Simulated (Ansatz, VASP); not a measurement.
# ZrC: VASP beside Ansatz

One calculation is typed for both programs; each brings its own data sets. How far apart do they land? The cell is taken from a series of runs on this material, whose earlier steps may have relaxed, scaled, displaced or heated it; both programs get it as it stands.

Main program and level: Ansatz 0.2.0; plane waves, with VASP 6.6.1 beside it; relaxation of cell and atoms at PBE.

### Step 1. Set-up

Symmetry: Fm-3m, No. 225, cubic system. The conventional cell has a = 4.709 Å, b = 4.709 Å, c = 4.709 Å, α = 90.00°, β = 90.00°, γ = 90.00°. Zr has 6 C at 2.35 Å nearest. C has 6 Zr at 2.35 Å nearest. Farther neighbours are not listed.

Coordinates:

```cif
data_structure
_symmetry_space_group_name_H-M 'Fm-3m'
_symmetry_Int_Tables_number 225
_cell_length_a 4.7088
_cell_length_b 4.7088
_cell_length_c 4.7088
_cell_angle_alpha 90.000
_cell_angle_beta 90.000
_cell_angle_gamma 90.000
_cell_volume 104.41
loop_
_atom_site_label
_atom_site_type_symbol
_atom_site_symmetry_multiplicity
_atom_site_Wyckoff_symbol
_atom_site_fract_x
_atom_site_fract_y
_atom_site_fract_z
_atom_site_occupancy
Zr1 Zr 4 b 0.50000 0.00000 0.00000 1
C1 C 4 a 0.00000 0.00000 0.00000 1
```

### Step 2. VASP: relaxation of cell and atoms, PBE

The relaxed volume is the usual yardstick between codes: in a stiff, nearly cubic crystal its relative difference is about their pressure difference at one cell divided by the bulk modulus.

Lines of VASP's logs that name or quote its potential files are left out, and so is its time.

INCAR reads:

```
SYSTEM = ZrC
PREC = Accurate
ENCUT = 600
EDIFF = 1E-07
NELM = 120
ISMEAR = 1
SIGMA = 0.2
LREAL = .FALSE.
ALGO = Normal
GGA = PE
NBANDS = 14
LASPH = .TRUE.
LORBIT = 11
LWAVE = .FALSE.
LCHARG = .FALSE.
ISIF = 3
IBRION = 2
NSW = 80
EDIFFG = -0.005
GGA_COMPAT = .FALSE.
NELMIN = 4
```

POSCAR reads:

```
ZrC
1.0
    0.0000000000      2.3543980000      2.3543980000
    2.3543980000      0.0000000000      2.3543980000
    2.3543980000      2.3543980000      0.0000000000
Zr C
1 1
Direct
    0.5000000000      0.5000000000      0.5000000000
    0.0000000000      0.0000000000      0.0000000000
```

KPOINTS reads:

```
Automatic mesh
0
Gamma
16 16 16
0 0 0
```

The projector-augmented-wave data sets are Zr_sv and C (PBE family, release 64).

On the command line:

```
$ mpirun -np 1 vasp_std
```

Numbers of over 12 decimals in the logs are rounded to 6 here.

The program printed:

```text
[banner, memory and clock lines left out]
running    1 mpi-ranks, on    1 nodes
 distrk:  each k-point on    1 cores,    1 groups
 distr:  one band on    1 cores,    1 groups

 POSCAR found type information on POSCAR ZrC
 POSCAR found :  2 types and       2 ions
 LDA part: xc-table for (Slater+PW92), standard interpolation
 POSCAR, INCAR and KPOINTS ok, starting setup
 FFT: planning ... GRIDC
 FFT: planning ... GRID_SOFT
 FFT: planning ... GRID
 WAVECAR not read
 entering main loop
       N       E                     dE             d eps       ncg     rms          rms(c)
DAV:   1     0.111726382026E+03    0.11173E+03   -0.93346E+03  4060   0.128E+03
DAV:   2    -0.159600227326E+02   -0.12769E+03   -0.11985E+03  5086   0.319E+02
DAV:   3    -0.227900358815E+02   -0.68300E+01   -0.67506E+01  6824   0.634E+01
DAV:   4    -0.229376891315E+02   -0.14765E+00   -0.14756E+00  4830   0.649E+00
DAV:   5    -0.229398817000E+02   -0.21926E-02   -0.21925E-02  5742   0.634E-01    0.202E+01
DAV:   6    -0.196036063964E+02    0.33363E+01   -0.80760E+00  4924   0.243E+01    0.707E+00
DAV:   7    -0.194789807762E+02    0.12463E+00   -0.52076E-01  4644   0.615E+00    0.611E+00
DAV:   8    -0.194932324591E+02   -0.14252E-01   -0.30841E-01  4780   0.462E+00    0.471E+00
DAV:   9    -0.194621581120E+02    0.31074E-01   -0.74448E-02  4498   0.207E+00    0.287E-01
DAV:  10    -0.194627323025E+02   -0.57419E-03   -0.37115E-03  5220   0.568E-01    0.483E-01
DAV:  11    -0.194624545426E+02    0.27776E-03   -0.99153E-04  4588   0.271E-01    0.582E-02
DAV:  12    -0.194624498641E+02    0.46785E-05   -0.15293E-05  5148   0.309E-02    0.136E-02
DAV:  13    -0.194624486937E+02    0.11704E-05   -0.17466E-06  4846   0.903E-03    0.334E-03
DAV:  14    -0.194624486344E+02    0.59305E-07   -0.64624E-08  3020   0.191E-03
   1 F= -.19462449E+02 E0= -.19462324E+02  d E =-.194624E+02
 curvature:   0.00 expect dE= 0.000E+00 dE for cont linesearch  0.000E+00
 trial: gam= 0.00000 g(F)=  0.181E-58 g(S)=  0.439E-04 ort = 0.000E+00 (trialstep = 0.100E+01)
 search vector abs. value=  0.439E-04
 bond charge predicted
       N       E                     dE             d eps       ncg     rms          rms(c)
DAV:   1    -0.194627389216E+02   -0.29023E-03   -0.10052E-02  4492   0.103E+00    0.221E-01
DAV:   2    -0.194624775787E+02    0.26134E-03   -0.62014E-04  4732   0.285E-01    0.631E-02
DAV:   3    -0.194624266281E+02    0.50951E-04   -0.24603E-04  6096   0.114E-01    0.175E-02
DAV:   4    -0.194624308204E+02   -0.41923E-05   -0.12036E-05  6800   0.255E-02    0.191E-02
DAV:   5    -0.194624337465E+02   -0.29261E-05   -0.32117E-06  6684   0.110E-02    0.403E-03
DAV:   6    -0.194624335624E+02    0.18410E-06   -0.22883E-06  6594   0.933E-03    0.157E-03
DAV:   7    -0.194624333819E+02    0.18051E-06   -0.35571E-08  2582   0.214E-03    0.256E-04
DAV:   8    -0.194624333175E+02    0.64386E-07   -0.54064E-09  2534   0.889E-04
   2 F= -.19462433E+02 E0= -.19462306E+02  d E =0.153169E-04
 trial-energy change:    0.000015  1 .order    0.000014   -0.000044    0.000072
 step:   0.3626(harm=  0.3801)  dis= 0.00000  next Energy=   -19.462457 (dE=-0.789E-05)
 bond charge predicted
       N       E                     dE             d eps       ncg     rms          rms(c)
DAV:   1    -0.194625795070E+02   -0.14613E-03   -0.40899E-03  4486   0.657E-01    0.142E-01
DAV:   2    -0.194624692168E+02    0.11029E-03   -0.25048E-04  4720   0.181E-01    0.405E-02
DAV:   3    -0.194624480017E+02    0.21215E-04   -0.10101E-04  6098   0.732E-02    0.113E-02
DAV:   4    -0.194624513010E+02   -0.32992E-05   -0.47558E-06  6794   0.160E-02    0.121E-02
DAV:   5    -0.194624550412E+02   -0.37403E-05   -0.13358E-06  6660   0.709E-03    0.246E-03
DAV:   6    -0.194624561921E+02   -0.11509E-05   -0.90012E-07  6594   0.588E-03    0.999E-04
DAV:   7    -0.194624563283E+02   -0.13617E-06   -0.14131E-08  2426   0.136E-03    0.159E-04
DAV:   8    -0.194624563680E+02   -0.39690E-07   -0.21169E-09  2324   0.560E-04
   3 F= -.19462456E+02 E0= -.19462331E+02  d E =-.773354E-05
 curvature:  -0.19 expect dE=-0.154E-07 dE for cont linesearch -0.154E-07
 trial: gam=-0.04113 g(F)=  0.360E-58 g(S)=  0.811E-07 ort = 0.189E-05 (trialstep = 0.873E+00)
 search vector abs. value=  0.250E-09
 reached required accuracy - stopping structural energy minimisation
```

Parts of OUTCAR (step 2):

```text
ion  position               nearest neighbor table
   1  0.500  0.500  0.500-   2 2.35   2 2.35   2 2.35   2 2.35   2 2.35   2 2.35
   2  0.000  0.000  0.000-   1 2.35   1 2.35   1 2.35   1 2.35   1 2.35   1 2.35

  LATTYP: Found a face centered cubic cell.
 ALAT       =     4.7087960000

 Subroutine GETGRP returns: Found 48 space group operations
 (whereof 48 operations were pure point group operations)

The static configuration has the point symmetry O_h .

 Found    145 irreducible k-points:

   k-points           NKPTS =    145   k-points in BZ     NKDIM =    145   number of bands    NBANDS=     14

   dimension x,y,z NGX =    28 NGY =   28 NGZ =   28
   dimension x,y,z NGXF=    56 NGYF=   56 NGZF=   56

   ENCUT  =  600.0 eV  44.10 Ry    6.64 a.u.   6.65  6.65  6.65*2*pi/ulx,y,z

   NELECT =      16.0000    total number of electrons

 k-points in reciprocal lattice and weights: Automatic mesh
   0.00000000  0.00000000  0.00000000       0.000
   0.06250000  0.00000000  0.00000000       0.002
   0.12500000  0.00000000  0.00000000       0.002
   0.18750000  0.00000000  0.00000000       0.002
   0.25000000  0.00000000  0.00000000       0.002
   0.31250000  0.00000000  0.00000000       0.002
   0.37500000  0.00000000  0.00000000       0.002
   0.43750000  0.00000000  0.00000000       0.002
   0.50000000  0.00000000  0.00000000       0.001
[...]
-0.31250000  0.50000000  0.18750000       0.003
  -0.25000000  0.50000000  0.25000000       0.001

 average (electrostatic) potential at core
       1 -73.3694       2 -44.1298

 E-fermi :   9.5380

 k-point     1 :       0.0000    0.0000    0.0000
  band No.  band energies     occupation
      1     -38.5853      2.00000
      2     -16.3000      2.00000
      3     -16.3000      2.00000
      4     -16.3000      2.00000
      5      -1.7418      2.00000
      6      10.4772     -0.00000
      7      10.4772     -0.00000
      8      10.4772     -0.00000
      9      10.6355     -0.00000
     10      10.6355     -0.00000
    ...

 k-point     2 :       0.0625    0.0000    0.0000
  band No.  band energies     occupation
      1     -38.5816      2.00000
      2     -16.3342      2.00000
      3     -16.3029      2.00000
      4     -16.3029      2.00000
      5      -1.6535      2.00000
      6       9.7384     -0.05064
      7       9.9370     -0.01625
      8       9.9370     -0.01625
      9      10.8479     -0.00000
     10      10.8479     -0.00000
    ...

 k-point     3 :       0.1250    0.0000    0.0000
  band No.  band energies     occupation
    ...
      4     -16.3115      2.00000
      5      -1.3978      2.00000
      6       8.7904      2.00000
      7       9.1617      2.02299
      8       9.1617      2.02299
      9      11.1337     -0.00000
     10      11.1337     -0.00000
     11      11.5918     -0.00000
     12      13.8780      0.00000
     13      13.8780      0.00000
    ...

  Total        0.0010589      0.0010589      0.0010589      0.0000000     -0.0000000      0.0000000
  in kB        0.0649551      0.0649551      0.0649551      0.0000000     -0.0000000      0.0000000
  external PRESSURE =       0.0649551 kB  Pullay stress =       0.0000000 kB

  energy-cutoff  :      600.00
  volume of cell :       26.12
      direct lattice vectors                 reciprocal lattice vectors
     0.000000000  2.354905366  2.354905366    -0.212322757  0.212322757  0.212322757
     2.354905366 -0.000000000  2.354905366     0.212322757 -0.212322757  0.212322757
     2.354905366  2.354905366  0.000000000     0.212322757  0.212322757 -0.212322757

 POSITION                                       TOTAL-FORCE (eV/Angst)
 -----------------------------------------------------------------------------------
      2.35491      2.35491      2.35491         0.000000      0.000000      0.000000
      0.00000      0.00000      0.00000        -0.000000     -0.000000     -0.000000
 -----------------------------------------------------------------------------------
    total drift:                                0.000000      0.000000      0.000000

  FREE ENERGIE OF THE ION-ELECTRON SYSTEM (eV)
  ---------------------------------------------------
  free  energy   TOTEN  =       -19.4624563680 eV

  energy  without entropy=      -19.4620790784  energy(sigma->0) =      -19.46233060

 reached required accuracy - stopping structural energy minimisation

 total charge
# of ion       s       p       d       tot
------------------------------------------
    1        2.174   6.041   1.619   9.834
    2        0.884   1.472   0.000   2.356
--------------------------------------------------
tot          3.057   7.513   1.619  12.190

[... 3 further parts left out ...]
```

CONTCAR:

```
ZrC
   1.00000000000000
     0.0000000000000000    2.3549053659623440    2.3549053659623440
     2.3549053659623440   -0.0000000000000000    2.3549053659623440
     2.3549053659623440    2.3549053659623440    0.0000000000000000
  Zr              C
     1     1
Direct
     0.5000000000000000    0.5000000000000000    0.5000000000000000
     0.0000000000000000    0.0000000000000000    0.0000000000000000
```

The run keeps the 48 symmetry operations of its start, so it cannot find a distortion of lower symmetry.

### Step 3. Ansatz: relaxation of cell and atoms, PBE

Ansatz runs on its default PAW (the set named soft_2) files.

The same cell, functional, mesh and smearing now go to Ansatz, which takes its cutoff from its data sets.

input.yaml reads:

```yaml
crystal:
  lattice:
    - [0.0, 2.3543976074, 2.3543976074]
    - [2.3543976074, 0.0, 2.3543976074]
    - [2.3543976074, 2.3543976074, 0.0]
  atoms:
    - { symbol: Zr, position: [0.5, 0.5, 0.5] }
    - { symbol: C, position: [0.0, 0.0, 0.0] }
kpoints:
  mp_grid: { grid: [16, 16, 16] }
hamiltonian:
  xc: pbe
scf:
  occupations: { method: methfessel_paxton, width: 0.2 }
output:
  forces: true
  stress: true
  eigenvalues: true
relax:
  adjacent_minimum: "off"
  f_tol: 0.001
  max_steps: 60
  cell: { stress_tol: 0.01 }
```

On the command line:

```
$ ansatz run input.yaml --threads 4 --pin off --max-ram 8192MiB --backend cpu --events-out ev --progress --plain --runs-dir out
```

The program printed:

```text
Engine: ansatz 0.2.0, aarch64-unknown-linux-gnu
Pseudopotentials: kind: paw
Pseudopotential: Zr, paw, valence charge 12, recommended cutoff 420 eV (normal), Zr.paw.azcp
Pseudopotential: C, paw, valence charge 4, recommended cutoff 420 eV (normal), C.paw.azcp
Functional definition: PBE
  parameter kappa = 0.804
  parameter beta = 0.066725
  exchange = pbe_x(kappa = kappa, mu = beta*pi^2/3)
  correlation = pbe_c(beta = beta)
Crystal: 2 atoms, lattice volume = 26.102 Å³
Basis set: ecut = 420 eV, 531 PW (Γ), exchange–correlation on 48×48×48 points (8 copies of the dense FFT grid, shifted against one another)
Bands: 12, of which v1, the nominal top of the filled ones, is band 8 counted from 1 (7 counted from 0)
Symmetry: 48 space group operations
Space group: Fm-3m (ITA 225), of the structure as read, at distance tolerance 3.0e-5 Å
k-points: 145 of 4096
Non-local potential: Zr, projectors of the file, l = 0: 3, l = 1: 2, l = 2: 2, l = 3: 2
Non-local potential: C, projectors of the file, l = 0: 2, l = 1: 2, l = 2: 1
PAW form: soft (Blöchl's): semilocal exchange-correlation on the pseudo side does not see the compensation charge
PAW one-centre angular grid: Zr, 590 points (default); XC on 64 Gauss nodes
PAW one-centre angular grid: C, 110 points (default); XC on 64 Gauss nodes
Initial density: superposition of atomic densities (neutral atoms: chi_scale 0, normalization atom), corrected by the library's trained network
Initial wavefunctions: pseudopotential atomic-orbital guess
Functional: x = pbe(κ = 0.804, μ = 0.219515), c = pbe(β = 0.066725)
SCF iter   1: F=—  HF=-4436.495859 eV  |F-HF|=—  |Δ(HF+E_count)|=         —  Δρ=1.47e-3  dr2=5.62e-4  ethr=1.77e-3  ⟨swp⟩=5.0  Hψ=8698  notcnv=0
preconditioner: auto → none  [metal: Δε(μ)=0.057 eV  Ē_g=17.970 eV  σ=0.200 eV  W_gap=0.23  n_scr=8 (ndim 8)  ℏωp=27.2 eV  f_vac=0.000  D(μ)=0.34/eV (n_scr^D=0)  sad-step TF]
SCF iter   2: F=—  HF=-4436.495475 eV  |F-HF|=—  |Δ(HF+E_count)|=   3.84e-4  S|Δr|=    0.00e0  Δρ=8.58e-4  dr2=2.12e-4  ethr=3.51e-6  ⟨swp⟩=2.4  Hψ=3777  notcnv=0
SCF iter   3: F=—  HF=-4436.495464 eV  |F-HF|=—  |Δ(HF+E_count)|=   1.17e-5  S|Δr|=    0.00e0  Δρ=2.60e-4  dr2=1.49e-5  ethr=1.32e-6  ⟨swp⟩=2.0  Hψ=2216  notcnv=0
SCF iter   4: F=—  HF=-4436.495457 eV  |F-HF|=—  |Δ(HF+E_count)|=   7.01e-6  S|Δr|=    0.00e0  Δρ=8.57e-5  dr2=1.56e-6  ethr=9.28e-8  ⟨swp⟩=2.1  Hψ=2796  notcnv=0
SCF iter   5: F=-4436.495456 eV  HF=-4436.495456 eV  |F-HF|=1.18e-9  |Δ(HF+E_count)|=   5.19e-7  S|Δr|=    0.00e0  Δρ=1.03e-5  dr2=1.37e-8  ethr=6.25e-10  ⟨swp⟩=3.0  Hψ=7082  notcnv=0
SCF 1 converged in 5 iterations: F = -4436.495456 eV  dr2 = 1.37e-8
  greatest PAW one-centre occupation: 0.996 electrons in one spin orbital (limit 2), on the Zr atom at site 0 (counted from 0), in its partial waves of l = 0
relax step   1: F+E_penalty+E_count = -4436.49545628 eV  Δ(F+E_penalty+E_count) = +0.000e0 eV  max|allowed force component| = 2.258e-29 eV/Å  Δτ_max = 0.0000 Å  P = -0.019 GPa  Ω = 26.102 Å³  (5 SCF iters, dr2 threshold 1.00e-7 eV, accepted)
[...]
relax step   2: F+E_penalty+E_count = -4436.49546145 eV  Δ(F+E_penalty+E_count) = -5.165e-6 eV  max|allowed force component| = 7.001e-30 eV/Å  Δτ_max = 0.0000 Å  P = +0.017 GPa  Ω = 26.098 Å³  energy of the carried Pulay correction = +5.130e-6 eV  (3 SCF iters, dr2 threshold 8.67e-10 eV, accepted)
[...]
relax step   3: F+E_penalty+E_count = -4436.49545914 eV  Δ(F+E_penalty+E_count) = +2.314e-6 eV  max|allowed force component| = 4.891e-29 eV/Å  Δτ_max = 0.0000 Å  P = -0.000 GPa  Ω = 26.100 Å³  energy of the carried Pulay correction = +2.717e-6 eV  (3 SCF iters, dr2 threshold 6.84e-10 eV, accepted)
[...]
relax step   4: F+E_penalty+E_count = -4436.49545914 eV  Δ(F+E_penalty+E_count) = -1.091e-11 eV  max|allowed force component| = 7.783e-29 eV/Å  Δτ_max = 0.0000 Å  P = -0.000 GPa  Ω = 26.100 Å³  stress off target by 2.32e-4 GPa  SCF on the basis re-selected at this cell (its energy is not comparable with the rows above)  (7 SCF iters)
basis re-selected at this cell: Δ(F+E_penalty+E_count) = -1.091e-11 eV, ΔP = -0.000 GPa vs the last step (what re-selecting the basis moved, of the pressure what is left beyond the Pulay correction that the steps carried, after the strain that the cell walked since its last selection, with what the two solves' SCF thresholds leave and, on support functions, any second-order correction that the steps lacked; it is no  [...]
SCF converged after 7 iterations
Stability not checked: this state was not tested for a lower state beside it, because cold or Methfessel-Paxton smearing, or corrected tetrahedra, fill the levels in a way that the test cannot read (fill_not_monotonic; see scf.lower_state_search)
Free energy (F): -4436.495459 eV
Harris-Foulkes:  -4436.495459 eV  (|F-HF|=1.82e-12)
Internal energy: -4436.495085 eV  (E = F + TS)
E sigma→0 (E₀):  -4436.495366 eV
Entropy (-TS):   -0.000374 eV (-0.187 meV/atom)
Fermi energy:    14.771244 eV
Step filling:    the computed levels leave a gap of 0.0124 eV = 0.1 smearing widths at the electron count; against every level under it full and every level over it empty, smearing changes F+E_penalty+E_count by -0.582 meV and its σ→0 estimate by -0.488 meV
--- Per-component energies (eV) ---
  E_band       = -50.233707
  E_kinetic    = 422.209522
  E_local      = -597.459402  (includes V_loc(G=0)·N_el)
  E_nonlocal   = 104.382765
  E_hartree    = 179.340544
  E_xc         = -211.336579
  E_vxc        = -252.647484  (∫ρ·V_xc dr)
  E_paw        = -3051.986880  (= ΣΔE_a)
  E_vpaw       = -85.400222  (= ΣTr[D̂ρ^β])
  E_aug_tail   = 0.000034  (compensation charges beyond the density's cutoff)
  E_ewald      = -1281.645089
  E_smearing   = -0.000374  (= −TS)
  E_closure    = 0.000000  (closes the sum)
  Σ components = -4436.495459   (vs F -4436.495459, Δ=0.00e0)
--- Forces (eV/Å), atoms counted from 1 ---
  atom   1  Zr     0.00000000    -0.00000000     0.00000000
  atom   2  C     -0.00000000     0.00000000    -0.00000000
  max |Σ_I F_I| component: 1.47e-28 eV/Å
--- Stress (GPa, compression-positive) ---
       -0.000232      -0.000000      -0.000000
       -0.000000      -0.000232      -0.000000
       -0.000000      -0.000000      -0.000232
  P = ⅓ Tr σ = -0.0002 GPa (-0.002 kbar)
--- Band table (eV; the first three rows and the last of 145) ---
  k-point 0: bands = [... 4 lower, 3.4873, 15.7104, 15.7104, 15.7104, 15.8695, 15.8695, 15.8695, 17.5737]
  k-point 1: bands = [... 4 lower, 3.5758, 14.9714, 15.1698, 15.1698, 16.0818, 16.0818, 16.4039, 18.0848]
  k-point 2: bands = [... 4 lower, 3.8323, 14.0234, 14.3938, 14.3938, 16.3678, 16.3678, 16.8267, 19.1138]
  k-point 144: bands = [... 4 lower, 5.3372, 12.1504, 12.4378, 12.4378, 18.0472, 18.0472, 20.4104, 21.7739]
--- Relaxed structure (3 steps of the walk, 3 accepted, 1 SCFs on fresh bases) ---
  F+E_penalty+E_count = -4436.49545914 eV   max|allowed force component| = 7.783e-29 eV/Å   (the final SCF, on the basis selected at the relaxed cell)
  cell:  # Å, volume = 26.0996 Å³
    - [0, 2.354332, 2.354332]
    - [2.354332, 0, 2.354332]
    - [2.354332, 2.354332, 0]
  atoms:
    - { symbol: Zr, position: [0.500000, 0.500000, 0.500000] }
    - { symbol: C, position: [0, 0, 0] }
```

In the SCF lines HF is the Harris–Foulkes energy and dr2 the Hartree energy of the density residual, in eV; the loop may stop once dr2 is under the threshold and the program's other checks hold. Hψ counts applications of the Hamiltonian.

### Step 4. Differences

Known differences besides the potentials themselves: the cutoff is 420 eV in Ansatz and 600 eV in VASP; Ansatz adds a Pulay correction to the stress that steers its cell, VASP none. Total energies have different zeros and are not compared.

The two programs side by side:

```
                                         quantity  Ansatz   VASP  difference
                                      volume (Å³)   26.10  26.12     -0.07 %
edge a after relaxation, in the typed setting (Å)   3.329  3.330     -0.02 %
```

### Step 5. What came out

```
difference in volume (relaxation of cell and atoms, PBE) : -0.073 %
```

In words: The difference in volume is -0.073 % (relaxation of cell and atoms, PBE), within the 1.2 % picked in this series as the mark of a large difference, as far as the stopping tolerances let one tell. Such differences can come from data sets, numerical settings and the points named under the comparisons, not from the functional's error against experiment.

[Lines on the potential files, build, host, timing and source positions are cut from VASP's logs without a mark.]

[Logs are printed without paths, hosts, clocks, repeated set-up lines and the standing remarks that a program may print on its own settings, such as how far it seeks lower states.]

[Hosts, paths, dates, database ids (printed as entryN), source tags and the programs' standing remarks are cut or masked in the printed files.]
